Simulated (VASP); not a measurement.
All values below come from r2SCAN meta-GGA, VASP's PBE PAW potentials (set 64) (plane waves; VASP).

A VASP calculation is set up with these files.

POSCAR:
```
Ba
1
   -2.5399144021     2.5399144021     2.5399144021
    2.5399144021    -2.5399144021     2.5399144021
    2.5399144021     2.5399144021    -2.5399144021
Ba
1
Direct
  0.0000000000   0.0000000000   0.0000000000
```

**KPOINTS**
```
Automatic mesh
0
Gamma
11 11 11
0 0 0
```

### INCAR
```
SYSTEM = Ba
PREC = Normal; ENCUT = 400; LREAL = .FALSE.
LASPH = .TRUE.
EDIFF = 1E-5; NELM = 100; NELMIN = 4
ALGO = Normal; LMAXMIX = 4; LMIXTAU = .TRUE.
ISMEAR = 1; SIGMA = 0.1
METAGGA = R2SCAN
IBRION = 2; NSW = 20; ISIF = 2
EDIFFG = -0.03
LWAVE = .FALSE.; LCHARG = .FALSE.
```

POTCAR, in this order: Ba_sv (PBE.64 set). Program: vasp_std.

Unless said otherwise, spin-orbit coupling is left out, though it shifts the bands of the heavy elements here.

Task: Estimate the energy per atom (σ→0), band gap (on the k-mesh).

Result: 
```
Quantity                                                    Result
------------------------  ----------------------------------------
energy per atom (σ→0)                          -2550.6 kJ/mol-atom
band gap (on the k-mesh)  none (metal, semimetal or under 0.01 eV)
```

File OSZICAR:
```
...
DAV:  18    -0.264354167643E+02   -0.14785E-01   -0.13571E-02  1101   0.103E+00    0.109E-01
DAV:  19    -0.264348385321E+02    0.57823E-03   -0.14747E-03  1012   0.394E-01    0.826E-02
DAV:  20    -0.264357401869E+02   -0.90165E-03   -0.87283E-04  1054   0.330E-01    0.586E-02
DAV:  21    -0.264354711399E+02    0.26905E-03   -0.44549E-04  1437   0.208E-01    0.314E-02
DAV:  22    -0.264354069133E+02    0.64227E-04   -0.36763E-05  1230   0.464E-02    0.207E-02
DAV:  23    -0.264353574163E+02    0.49497E-04   -0.15453E-04  1093   0.119E-01    0.110E-02
DAV:  24    -0.264353508488E+02    0.65675E-05   -0.29650E-05  1451   0.561E-02
   1 F= -.26435351E+02 E0= -.26435606E+02  d E =-.264354E+02
```

The compound is Ba in the bcc structure. It was relaxed first.
